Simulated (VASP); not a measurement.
Input:

```yaml
crystal:
  lattice:
    - [0.00000, 2.12839, 2.12839]
    - [2.12839, 0.00000, 2.12839]
    - [2.12839, 2.12839, 0.00000]
  atoms:
    - { symbol: Ti, position: [0.00000, 0.00000, 0.00000] }
    - { symbol: N, position: [0.50000, 0.50000, 0.50000] }
```

These are PBE GGA with D3 dispersion (zero damping), VASP's PBE PAW potentials (set 64) (plane waves; VASP 6.6.1) values and carry that method's errors. Run with 520 eV cut-off, 15×15×15 Γ-centred mesh, first-order Methfessel-Paxton smearing of 0.10 eV, potentials Ti_sv N.

Q: Give the stress tensor in GPa (positive for a compressed cell).

A: 
```
-8.25   0.00   0.00
 0.00  -8.25   0.00
 0.00   0.00  -8.25
```
The pressure is its mean diagonal, -8.25 GPa.

The compound is TiN in the rock salt structure. This cell is one point of a volume scan, at 1.03 of the reference volume. The electron count is odd and the run is not spin-polarised, which forces a metal.
